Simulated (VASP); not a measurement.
Data:

```
BaTiO3
1.0
    3.96588     0.00000     0.00000
    0.00000     3.96588     0.00000
    0.00000     0.00000     4.11427
Ba Ti O
1 1 3
Direct
  0.00000   0.00000   0.00529
  0.50000   0.50000   0.52441
  0.50000   0.50000   0.96727
  0.00000   0.50000   0.48352
  0.50000   0.00000   0.48352
```

Computed with AM05 GGA, VASP's PBE PAW potentials (set 64) (plane waves; VASP). Numerical set-up: 520 eV cut-off, 6×6×6 Γ-centred mesh, tetrahedra with Blöchl corrections, potentials Ba_sv Ti_sv O.

Unless said otherwise, spin-orbit coupling is left out, though it shifts the bands of the heavy elements here.

Task: What does the run give for the energy per atom (σ→0), band gap (on the k-mesh) with the smallest direct gap where there is one?

Result: 
The band gap (on the k-mesh) comes out as 1.76 eV and the smallest direct gap (on the k-mesh) is 2.27 eV. The energy per atom (σ→0) comes out as -8.160 eV/atom.

Total energies compare only between runs with the same potentials, cut-off and functional.

The compound is BaTiO3 in the tetragonal perovskite structure. It was relaxed first.
